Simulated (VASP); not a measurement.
Data:

```yaml
crystal:
  lattice:
    - [1.35307, -2.34359, 0.00000]
    - [1.35307, 2.34359, 0.00000]
    - [0.00000, 0.00000, 4.92069]
  atoms:
    - { symbol: Zn, position: [0.33333, 0.66667, 0.25000] }
    - { symbol: Zn, position: [0.66667, 0.33333, 0.75000] }
```

Method: revPBE GGA, VASP's PBE PAW potentials (set 64) (plane waves; VASP 6.6.1). Settings: 520 eV cut-off, 14×14×7 Γ-centred mesh, first-order Methfessel-Paxton smearing of 0.10 eV, potentials Zn.

Estimate the energy per atom (σ→0), band gap (on the k-mesh) with the smallest direct gap where there is one.

- band gap (on the k-mesh): none (metal, semimetal or under 0.01 eV)
- energy per atom (σ→0): -806 meV/atom

The absolute energy has meaning only against runs of the same code, potentials and settings.

The compound is Zn in the hcp structure. It was relaxed first. The start is the result of an earlier pass.
